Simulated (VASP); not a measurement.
An input for Ansatz (written as the equivalent of a VASP run, and not itself run):

Ansatz 0.2 input:
```yaml
crystal:
  lattice:
    - [0.0000000, 2.1985412, 2.1985412]
    - [2.1985412, 0.0000000, 2.1985412]
    - [2.1985412, 2.1985412, 0.0000000]
  atoms:
    - { symbol: Ta, position: [0.0000000, 0.0000000, 1.0000000] }
    - { symbol: C, position: [0.5000000, 0.5000000, 0.5000000] }
kpoints:
  mp_grid: { grid: [14, 14, 14] }
hamiltonian:
  xc: pbe
  pseudopotentials: { kind: paw }
scf:
  occupations: { method: methfessel_paxton, width: 0.1 }
  max_iter: 100
relax:
  max_steps: 40
  f_tol: 0.02
  cell: { p_target: 20 }
output: { forces: true, stress: true, eigenvalues: true }
```

### Question
Write the VASP files for the same calculation (PBE).

### Answer
This is not unique; one that fits is 
### POSCAR
```
TaC
1.0
  0.0000000000   2.1985411573   2.1985411573
  2.1985411573   0.0000000000   2.1985411573
  2.1985411573   2.1985411573   0.0000000000
Ta C
1 1
Cart
  2.1985411573   2.1985411573   0.0000000000
  2.1985411573   2.1985411573   2.1985411573
```

**KPOINTS**
```
Automatic mesh
0
Gamma
14 14 14
0 0 0
```

INCAR:
```
# general
SYSTEM   =  TaC
PREC     =  Accurate
ENCUT    =  620
LREAL    =  .FALSE.
LASPH    =  .TRUE.

# electronic loop
EDIFF    =  1E-6
NELM     =  100
ALGO     =  Normal
LMAXMIX  =  6

# smearing
ISMEAR   =  1
SIGMA    =  0.1

# functional
GGA      =  PE

# ions
IBRION   =  2
NSW      =  40
ISIF     =  3
EDIFFG   =  -0.02
PSTRESS  =  200

# output
LWAVE    =  .FALSE.
LCHARG   =  .FALSE.
```

POTCAR, in this order: Ta_pv C (PBE.64 set). Program: vasp_std.

Limits of the translation: each code has its own PAW files, so the cut-off isn't converted (ENCUT is set for VASP's; basis.ecutwfc is left out, and Ansatz then takes the one that its files recommend); Ansatz stops its SCF on the density residual and VASP on the energy change (EDIFF).

The compound is TaC in the rock salt structure. It was relaxed first under an external pressure of 20 GPa.
